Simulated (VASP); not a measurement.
These are LDA (Ceperley-Alder, Perdew-Zunger), VASP's LDA PAW potentials (set 64) (plane waves; VASP) values and carry that method's errors.

A VASP calculation is set up with these files.

### POSCAR
```
PbTe
1
   -0.0000000000     2.9475790656     2.9475790656
    2.9475790656     0.0000000000     2.9475790656
    2.9475790656     2.9475790656     0.0000000000
Te Pb
1 1
Direct
  0.5000000000   0.5000000000   0.5000000000
  0.0000000000   0.0000000000   0.0000000000
```

**KPOINTS**
```
Automatic mesh
0
Gamma
8 8 8
0 0 0
```

INCAR:
```
SYSTEM=PbTe
NSW=40   ! most ionic steps
IBRION=2   ! conjugate gradients
LCHARG=.FALSE.
ISIF=3   ! ions, shape and volume
LWAVE=.FALSE.
LREAL=.FALSE.   ! projection in real space or not
NELM=100
SIGMA=0.05
EDIFFG=-0.02
PSTRESS=200   ! kbar
LASPH=.TRUE.   ! aspherical one-centre terms
ISMEAR=0
ALGO=Normal   ! blocked Davidson
LMAXMIX=4   ! l cut-off of mixed one-centre charges
ENCUT=500
PREC=Accurate
EDIFF=1E-6   ! SCF stop (eV)
```

POTCAR, in this order: Te Pb_d (LDA.64 set). Program: vasp_std.

**Question.** What will the output report for the number of irreducible k-points (NKPTS), largest plane-wave count, number of space-group operations, FFT grid (NGX, NGY, NGZ)?

**Answer.** 
```json
{
  "number of irreducible k-points (NKPTS)": "29",
  "largest_plane_wave_count": "1316",
  "number_of_space_group_operations": "48",
  "FFT grid (NGX, NGY, NGZ)": "30 × 30 × 30"
}
```

The compound is PbTe in the rock salt structure. This run relaxes it under an external pressure of 20 GPa. Symmetry was kept, so distortions that lower it aren't found.
